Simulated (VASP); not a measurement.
**Ni: relaxation of cell and atoms with PBE+U**

Ni:

```xyz
1
Lattice="0.0000 1.7619 1.7619 1.7619 0.0000 1.7619 1.7619 1.7619 0.0000" Properties=species:S:1:pos:R:3 pbc="T T T"
Ni    0.0000    0.0000    0.0000
```

```yaml
Program: VASP 6.6.1
Task: relaxation of cell and atoms
Functional: PBE
Potentials_or_basis: VASP PAW PBE potentials, release 64 (Ni)
Cutoff: 520 eV
k_mesh: 20 × 20 × 20
Occupations: gaussian, width 0.1 eV
Spin: collinear spin, ferromagnetic start
Starting_moments: "[0.8] μB"
Hubbard_terms: Ni d U = 2.0 eV
Further_INCAR_settings: ALGO = Normal; EDIFF = 1e-07; IBRION = 2; EDIFFG = -0.002; NSW = 80; ISIF = 3
```

* Relaxed volume: 10.68 Å³/atom
* Relaxed cell: a = 2.472 Å, b = 2.472 Å, c = 2.472 Å, α = 60.00°, β = 60.00°, γ = 60.00°
* Space group after relaxing (to 0.05 Å): Fm-3m (No. 225)
* Energy gained by relaxing: 3.5 meV/atom
* Ionic steps: 3
* Pressure after relaxing: 0.0 GPa
* Band gap on the k mesh: none (metal or under the smearing width)
* Net moment: 0.67 μB per cell
* Site moments: Ni +0.69 μB
* Valence electrons inside the program's atomic spheres: Ni 9.39

The path:
| step | energy change (eV) | largest force (eV/Å) | pressure (GPa) | volume (Å³) |
| --- | --- | --- | --- | --- |
| 1 | 0.0000 | 0.0000 | -4.14 | 10.94 |
| 2 | -0.0016 | 0.0000 | 3.33 | 10.50 |
| 3 | -0.0035 | 0.0000 | 0.01 | 10.68 |

Final structure:
```cif
data_structure
_symmetry_space_group_name_H-M 'P 1'
_symmetry_Int_Tables_number 1
_cell_length_a 2.4718
_cell_length_b 2.4718
_cell_length_c 2.4718
_cell_angle_alpha 60.000
_cell_angle_beta 60.000
_cell_angle_gamma 60.000
_cell_volume 10.68
loop_
_atom_site_label
_atom_site_type_symbol
_atom_site_fract_x
_atom_site_fract_y
_atom_site_fract_z
_atom_site_occupancy
Ni1 Ni 0.00000 0.00000 0.00000 1
```

Levels at points of the mesh, in eV from the Fermi level:
Spin up:
| k point | band 3 | band 4 | band 5 | band 6 | band 7 | band 8 |
| --- | --- | --- | --- | --- | --- | --- |
| (0.00, 0.00, 0.00) | -2.93 | -2.93 | -1.65 | -1.65 | 24.16 | 28.16 |
| (0.50, 0.00, 0.00) | -2.87 | -1.01 | -1.01 | -0.06 | 5.73 | 22.62 |
| (0.50, 0.50, 0.00) | -0.91 | -0.91 | -0.91 | 2.73 | 9.30 | 15.27 |
Spin down:
```
           k point  band 3  band 4  band 5  band 6  band 7  band 8
(0.00, 0.00, 0.00)   -1.64   -1.64   -1.00   -1.00   23.91   28.09
(0.50, 0.00, 0.00)   -2.03   -0.16    0.14    0.14    6.40   22.42
(0.50, 0.50, 0.00)   -0.24    0.52    0.52    2.65    9.56   15.25
```

Eigenvalues of the final occupation matrices:
| site | spin | trace | eigenvalues |
| --- | --- | --- | --- |
| site 1 d | 1 | 4.58 | 0.91 0.91 0.91 0.92 0.92 |
| site 1 d | 2 | 3.85 | 0.70 0.70 0.70 0.87 0.87 |

It took 78 s on 1 thread of Intel(R) Xeon(R) Platinum 8488C (Sapphire Rapids), with other jobs on the host, peak memory 0.17 GiB.

Caveat: the U is typed as a test and isn't derived for this compound. The state reached can hang on the start; a lower one may exist.
